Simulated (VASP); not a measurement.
# Zr3Ni (P6_3/mmc) in VASP: reference runs

Aim: a first look at Zr3Ni with PBE, on the cell as given.

Everything below comes from runs of VASP 6.6.1. Logs are shortened: lines on timing, memory, paths and dates and some standing lists are left out, and cuts for length are marked.

### Step 1. Starting point

It takes space group P6_3/mmc (No. 194, hexagonal). Conventional cell: a = 6.064 Å, b = 6.064 Å, c = 4.896 Å, α = 90.00°, β = 90.00°, γ = 120.00°. Zr (site symmetry mm2) has 8 Zr at 2.89 to 3.17 Å and 4 Ni at 2.96 to 3.03 Å as nearest neighbours. Ni (site symmetry -6m2) has 12 Zr at 2.96 to 3.03 Å as nearest neighbours.

The cell comes from a database or a generator and needn't be the stable form of this composition.

### Step 2. Single point, PBE, collinear spin, ferromagnetic start

Input file INCAR:

```
SYSTEM = Zr3Ni
PREC = Accurate
ENCUT = 520
EDIFF = 1E-7
ISMEAR = -1
SIGMA = 0.05
LREAL = .False.
LASPH = .True.
NELM = 120
ALGO = Normal
ISIF = 2
LWAVE = .False.
LCHARG = .False.
ISPIN = 2
MAGMOM = 0 0 0 0 0 0 1 1
LORBIT = 11
LMAXMIX = 4
GGA = PE
NBANDS = 60
```

Input file KPOINTS:

```
regular mesh
0
Gamma
  5 5 6
  0 0 0
```

Input file POSCAR:

```
Zr3Ni
1.0
    6.0644184126      0.0000000000      0.0000000000
   -3.0322092063      5.2519404045      0.0000000000
    0.0000000000      0.0000000000      4.8962950000
Zr Ni
6 2
Direct
    0.1743470050      0.8256529950      0.2500000000
    0.1743470050      0.3486940100      0.2500000000
    0.3486940100      0.1743470050      0.7500000000
    0.8256529950      0.1743470050      0.7500000000
    0.8256529950      0.6513059900      0.7500000000
    0.6513059900      0.8256529950      0.2500000000
    0.6666666667      0.3333333333      0.2500000000
    0.3333333333      0.6666666667      0.7500000000
```

Potentials or basis: VASP PAW PBE potentials, release 64 (Zr_sv, Ni).

Started as:

```bash
$ cat potpaw_PBE.64/Zr_sv/POTCAR potpaw_PBE.64/Ni/POTCAR > POTCAR
$ mpirun -np 1 vasp_std > vasp.out
```

OUTCAR:

```text
SYSTEM = Zr3Ni
   PREC = Accurate
   ENCUT = 520
   EDIFF = 1E-7
   ISMEAR = -1
   LREAL = .False.
   LASPH = .True.
   NELM = 120
   ISIF = 2
   ISPIN = 2
   LORBIT = 11
   GGA = PE

 ion  position               nearest neighbor table
   1  0.174  0.826  0.250-   6 2.89   2 2.89   8 2.96   8 2.96   7 3.03   7 3.03   5 3.06   5 3.06
                             3 3.06   3 3.06   6 3.17   2 3.17
   2  0.174  0.349  0.250-   1 2.89   6 2.89   8 2.96   8 2.96   7 3.03   7 3.03   3 3.06   4 3.06
                             4 3.06   3 3.06   1 3.17   6 3.17
   3  0.349  0.174  0.750-   4 2.89   5 2.89   7 2.96   7 2.96   8 3.03   8 3.03   2 3.06   2 3.06
                             1 3.06   1 3.06   4 3.17   5 3.17
   4  0.826  0.174  0.750-   3 2.89   5 2.89   7 2.96   7 2.96   8 3.03   8 3.03   2 3.06   2 3.06
                             6 3.06   6 3.06   3 3.17   5 3.17
   5  0.826  0.651  0.750-   3 2.89   4 2.89   7 2.96   7 2.96   8 3.03   8 3.03   6 3.06   1 3.06
                             6 3.06   1 3.06   4 3.17   3 3.17
   6  0.651  0.826  0.250-   1 2.89   2 2.89   8 2.96   8 2.96   7 3.03   7 3.03   5 3.06   5 3.06
                             4 3.06   4 3.06   1 3.17   2 3.17
   7  0.667  0.333  0.250-   4 2.96   4 2.96   3 2.96   3 2.96   5 2.96   5 2.96   2 3.03   6 3.03
                             1 3.03   1 3.03   2 3.03   6 3.03
   8  0.333  0.667  0.750-   1 2.96   1 2.96   6 2.96   6 2.96   2 2.96   2 2.96   5 3.03   3 3.03
                             4 3.03   4 3.03   5 3.03   3 3.03

  LATTYP: Found a hexagonal cell.
 ALAT       =     6.0644184126
 C/A-ratio  =     0.8073808017

  Lattice vectors:

 A1 = (   6.0644184126,   0.0000000000,   0.0000000000)
 A2 = (  -3.0322092063,   5.2519404045,   0.0000000000)
 A3 = (   0.0000000000,   0.0000000000,   4.8962950000)

Analysis of symmetry for initial positions (statically):
=====================================================================
 Subroutine PRICEL returns:
 Original cell was already a primitive cell.

 Routine SETGRP: Setting up the symmetry group for a
 hexagonal supercell.

 Subroutine GETGRP returns: Found 24 space group operations
 (whereof 12 operations were pure point group operations)
 out of a pool of 24 trial point group operations.

The static configuration has the point symmetry D_3d.
 The point group associated with its full space group is D_6h.

Analysis of symmetry for dynamics (positions and initial velocities):
=====================================================================
 Subroutine PRICEL returns:
 Original cell was already a primitive cell.

 Routine SETGRP: Setting up the symmetry group for a
 hexagonal supercell.

 Subroutine GETGRP returns: Found 24 space group operations
 (whereof 12 operations were pure point group operations)
 out of a pool of 24 trial point group operations.

The dynamic configuration has the point symmetry D_3d.
 The point group associated with its full space group is D_6h.

Analysis of structural, dynamic, and magnetic symmetry:
=====================================================================
 Subroutine PRICEL returns:
 Original cell was already a primitive cell.

 Routine SETGRP: Setting up the symmetry group for a
 hexagonal supercell.

 Subroutine GETGRP returns: Found 24 space group operations
 (whereof 12 operations were pure point group operations)
 out of a pool of 24 trial point group operations.

The overall configuration has the point symmetry D_3d.
 The point group associated with its full space group is D_6h.

 Subroutine INISYM returns: Found 24 space group operations
 (whereof 12 operations are pure point group operations),
 and found     1 'primitive' translations

----------------------------------------------------------------------------------------

                                     Primitive cell

  volume of cell :     155.9468

  direct lattice vectors                    reciprocal lattice vectors
     6.064418413  0.000000000  0.000000000     0.164896274  0.095202908  0.000000000
    -3.032209206  5.251940404  0.000000000     0.000000000  0.190405816  0.000000000
     0.000000000  0.000000000  4.896295000     0.000000000  0.000000000  0.204236060

  length of vectors
     6.064418413  6.064418413  4.896295000     0.190405816  0.190405816  0.204236060

  position of ions in fractional coordinates (direct lattice)
     0.174347005  0.825652995  0.250000000
     0.174347005  0.348694010  0.250000000
     0.348694010  0.174347005  0.750000000
     0.825652995  0.174347005  0.750000000
     0.825652995  0.651305990  0.750000000
     0.651305990  0.825652995  0.250000000
     0.666666667  0.333333333  0.250000000
     0.333333333  0.666666667  0.750000000

  ion indices of the primitive-cell ions
   primitive index   ion index
                 1           1
                 2           2
                 3           3
                 4           4
                 5           5
                 6           6
                 7           7
                 8           8

----------------------------------------------------------------------------------------

 KPOINTS: regular mesh

Automatic generation of k-mesh.
 Grid dimensions read from file:
 generate k-points for:    5    5    6

 Generating k-lattice:

  Cartesian coordinates                     Fractional coordinates (reciprocal lattice)
     0.032979255  0.019040582  0.000000000     0.200000000  0.000000000  0.000000000
     0.000000000  0.038081163  0.000000000     0.000000000  0.200000000  0.000000000
     0.000000000  0.000000000  0.034039343     0.000000000  0.000000000  0.166666667

  Length of vectors
     0.038081163  0.038081163  0.034039343

  Shift w.r.t. Gamma in fractional coordinates (k-lattice)
     0.000000000  0.000000000  0.000000000

 Subroutine IBZKPT returns following result:
 ===========================================

 Found     20 irreducible k-points:

 Following reciprocal coordinates:
            Coordinates               Weight
  0.000000  0.000000  0.000000      1.000000
  0.200000  0.000000  0.000000      6.000000
  0.400000  0.000000  0.000000      6.000000
  0.200000  0.200000  0.000000      6.000000
  0.400000  0.200000  0.000000      6.000000
  0.000000  0.000000  0.166667      2.000000
[... 12 lines left out ...]
  0.200000  0.200000  0.500000      6.000000
  0.400000  0.200000  0.500000      6.000000
   k-points           NKPTS =     20   k-points in BZ     NKDIM =     20   number of bands    NBANDS=     60
   number of dos      NEDOS =    301   number of ions     NIONS =      8
   total plane-waves  NPLWV =  82944
   dimension x,y,z NGX =    48 NGY =   48 NGZ =   36
   dimension x,y,z NGXF=    96 NGYF=   96 NGZF=   72
   ions per type =               6   2
   NGX,Y,Z   is equivalent  to a cutoff of  13.16, 13.16, 12.22 a.u.
   NGXF,Y,Z  is equivalent  to a cutoff of  26.32, 26.32, 24.45 a.u.
 SYSTEM =  Zr3Ni
   PREC   = accura    normal or accurate (medium, high low for compatibility)
   ISTART =      0    job   : 0-new  1-cont  2-samecut
   ICHARG =      2    charge: 1-file 2-atom 10-const
   ISPIN  =      2    spin polarized calculation?
   LNONCOLLINEAR =      F non collinear calculations
   LSORBIT =      F    spin-orbit coupling
   LASPH  =      T    aspherical Exc in radial PAW
   ENCUT  =  520.0 eV  38.22 Ry    6.18 a.u.  11.28 11.28  9.10*2*pi/ulx,y,z
   NELM   =    120;   NELMIN=  2; NELMDL= -5     # of ELM steps
   EDIFF  = 0.1E-06   stopping-criterion for ELM
   LREAL  =      F    real-space projection
   EDIFFG = 0.1E-05   stopping-criterion for IOM
   NSW    =      0    number of steps for IOM
   IBRION =     -1    ionic relax: 0-MD 1-quasi-New 2-CG
   NFREE  =      0    steps in history (QN), initial steepest desc. (CG)
   ISIF   =      2    stress and relaxation
   ISYM   =      2    0-nonsym 1-usesym 2-fastsym
   POTIM  = 0.5000    time-step for ionic-motion
   TEBEG  =    0.0;   TEEND  =   0.0 temperature during run
   PSTRESS=    0.0 pullay stress
   NELECT =      92.0000    total number of electrons
   NUPDOWN=      -1.0000    fix difference up-down
   EMIN   =  10.00;   EMAX   =-10.00  energy-range for DOS
   EFERMI =   0.00;   METHOD = LEGACY
   ISMEAR =    -1;   SIGMA  =   0.05  broadening in eV -4-tet -1-fermi 0-gaus
   EFERMI_NEDOS =   21; number of points for ismear=-14 and -15
   IALGO  =     38    algorithm
   IMIX   =      4    mixing-type and parameters
     AMIX     =   0.40;   BMIX     =  1.00
     AMIX_MAG =   1.60;   BMIX_MAG =  1.00
  volume/ion in A,a.u.               =      19.49       131.55
  Fermi-wavevector in a.u.,A,eV,Ry     =   1.373025  2.594642 25.649689  1.885199
  Thomas-Fermi vector in A             =   2.498580
   LORBIT       =     11    0 simple, 1 ext, 2 COOP (PROOUT), +10 PAW based schemes
   GGA     = PE    functional components
   LHFCALC =     F    Hartree Fock is set to
   AEXX    =    0.0000 exact exchange contribution
   IVDW    =     0    specifies the selected vdW correction
   LEPSILON=     F    determine dielectric tensor
   LRPA    =     F    only Hartree local field effects (RPA)
 spin polarized calculation
  energy-cutoff  :      520.00
  volume of cell :      155.95
 maximum number of plane-waves:      4216
 NGX is ok and might be reduce to    48
   NGX = 23   NGY = 23   NGZ = 19

 number of electron      91.9999997 magnetization       0.0008779

 Free energy of the ion-electron system (eV)
  ---------------------------------------------------
  ext. energy  EPLUGINS =         0.00000000
  ---------------------------------------------------
  free energy    TOTEN  =       -61.95592034 eV

  energy without entropy =      -61.87305761  energy(sigma->0) =      -61.91448897

 E-fermi :   9.1733     XC(G=0): -11.5457

 val. band max:        9.1529562488   @ k =   0.2000   0.0000   0.5000
 cond. band min:       9.2008696864   @ k =   0.2000   0.2000   0.0000
 fundamental gap:      0.0479134376
 Fermi energy:         9.1732682749

 spin component 1

 k-point     1 :       0.0000    0.0000    0.0000
  band No.  band energies     occupation
      1     -39.4366      1.00000
      2     -39.2730      1.00000
      3     -39.2425      1.00000
      4     -39.2425      1.00000
      5     -39.1640      1.00000
      6     -39.1640      1.00000
[... 1209 lines left out ...]
     57      11.6600      0.00000
     58      11.6600      0.00000
 Fermi energy:         9.1732682749

 spin component 2

 k-point     1 :       0.0000    0.0000    0.0000
  band No.  band energies     occupation
      1     -39.4366      1.00000
      2     -39.2729      1.00000
      3     -39.2425      1.00000
      4     -39.2425      1.00000
      5     -39.1640      1.00000
      6     -39.1640      1.00000
[... 1209 lines left out ...]
     57      11.6601      0.00000
     58      11.6601      0.00000
 [bands above 58 left out]

------------------------ aborting loop because EDIFF is reached ----------------------------------------

  FORCE on cell =-STRESS in cart. coord.  units (eV):
  Direction    XX          YY          ZZ          XY          YZ          ZX
  --------------------------------------------------------------------------------------
  -------------------------------------------------------------------------------------
  Total        0.3467077      0.3467077      0.7761452      0.0000000      0.0000000      0.0000000
  in kB        3.5620295      3.5620295      7.9740149      0.0000000      0.0000000      0.0000000
  external PRESSURE =       5.0326913 kB  Pullay stress =       0.0000000 kB

 VOLUME and BASIS-vectors are now :
 -----------------------------------------------------------------------------
  energy-cutoff  :      520.00
  volume of cell :      155.95
      direct lattice vectors                 reciprocal lattice vectors
     6.064418413  0.000000000  0.000000000     0.164896274  0.095202908  0.000000000
    -3.032209206  5.251940404  0.000000000     0.000000000  0.190405816  0.000000000
     0.000000000  0.000000000  4.896295000     0.000000000  0.000000000  0.204236060

 POSITION                                       TOTAL-FORCE (eV/Angst)
 -----------------------------------------------------------------------------------
     -1.44624      4.33628      1.22407         0.036856     -0.021279     -0.000000
      0.00000      1.83132      1.22407        -0.000000      0.042558      0.000000
      1.58597      0.91566      3.67222         0.036856      0.021279      0.000000
      4.47845      0.91566      3.67222        -0.036856      0.021279      0.000000
      3.03221      3.42062      3.67222         0.000000     -0.042558     -0.000000
      1.44624      4.33628      1.22407        -0.036856     -0.021279      0.000000
      3.03221      1.75065      1.22407         0.000000     -0.000000      0.000000
     -0.00000      3.50129      3.67222        -0.000000     -0.000000      0.000000
 -----------------------------------------------------------------------------------
    total drift:                               -0.000001      0.000000     -0.000000

  FREE ENERGIE OF THE ION-ELECTRON SYSTEM (eV)
  ---------------------------------------------------
  free  energy   TOTEN  =       -61.9559203414 eV

  energy  without entropy=      -61.8730576083  energy(sigma->0) =      -61.91448897

 total charge

# of ion       s       p       d       tot
------------------------------------------
    1        2.236   5.955   1.719   9.910
    2        2.236   5.955   1.719   9.910
    3        2.236   5.955   1.719   9.910
    4        2.236   5.955   1.719   9.910
    5        2.236   5.955   1.719   9.910
    6        2.236   5.955   1.719   9.910
    7        0.489   0.406   8.241   9.136
    8        0.489   0.406   8.241   9.136
--------------------------------------------------
tot         14.397  36.543  26.794  77.734

 magnetization (x)

# of ion       s       p       d       tot
------------------------------------------
    1        0.000   0.000   0.000   0.000
    2        0.000   0.000   0.000   0.000
    3        0.000   0.000   0.000   0.000
    4        0.000   0.000   0.000   0.000
    5        0.000   0.000   0.000   0.000
    6        0.000   0.000   0.000   0.000
    7       -0.000  -0.000   0.000   0.000
    8       -0.000  -0.000   0.000   0.000
--------------------------------------------------
tot          0.000  -0.000   0.001   0.001
```

Wall time 9.4 min (1 thread of AMD EPYC 7R13 (Zen 3), shared host); peak memory 0.46 GiB.

Results:

```yaml
Free_energy: -61.9559 eV
Pressure: 0.5 GPa
Largest_force: 0.043 eV/Å
Band_gap_on_the_k_mesh: none (metal or under the smearing width)
Net_moment: 0.00 μB per cell
Valence_electrons_inside_the_program's_atomic_spheres: Zr 9.91; Ni 9.14
```

Forces in eV/Å, atoms in the order of the input:
```
Zr   0.037 -0.021  0.000
Zr   0.000  0.043  0.000
Zr   0.037  0.021  0.000
Zr  -0.037  0.021  0.000
Zr   0.000 -0.043  0.000
Zr  -0.037 -0.021  0.000
Ni   0.000  0.000  0.000
Ni   0.000  0.000  0.000
```
